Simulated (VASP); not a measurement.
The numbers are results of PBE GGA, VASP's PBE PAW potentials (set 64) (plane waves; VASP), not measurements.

VASP input:

**INCAR**
```
SYSTEM  =  Bi
PREC  =  Accurate; ENCUT  =  300; LREAL  =  .FALSE.
LASPH  =  .TRUE.
EDIFF  =  1E-6; NELM  =  100; ALGO  =  Normal
LMAXMIX  =  4
ISMEAR  =  0; SIGMA  =  0.272
GGA  =  PE
ISIF  =  2
LWAVE  =  .FALSE.; LCHARG  =  .FALSE.
```

**POSCAR**
```
Bi
4.8163180
  0.8776532197  -0.4792960099   0.0000000000
  0.8776532197   0.4792960099   0.0000000000
  0.6159043070   0.0000000000   0.7878209039
Bi
2
Cart
  0.5548633147   0.0000000000   0.1843500915
  1.8163474318   0.0000000000   0.6034708124
```

### KPOINTS
```
Automatic mesh
0
Gamma
9 9 9
0 0 0
```

POTCAR, in this order: Bi_d (PBE.64 set). Program: vasp_std.

Question: What will the output report for the number of irreducible k-points (NKPTS), largest plane-wave count, number of space-group operations, FFT grid (NGX, NGY, NGZ)?

Answer: 
The number of irreducible k-points (NKPTS) is 85 and the largest plane-wave count is 896. The number of space-group operations is 12 and the FFT grid (NGX, NGY, NGZ) is 28 × 28 × 28.

The structure is a typed Bi crystal. The cell was not relaxed at this level.
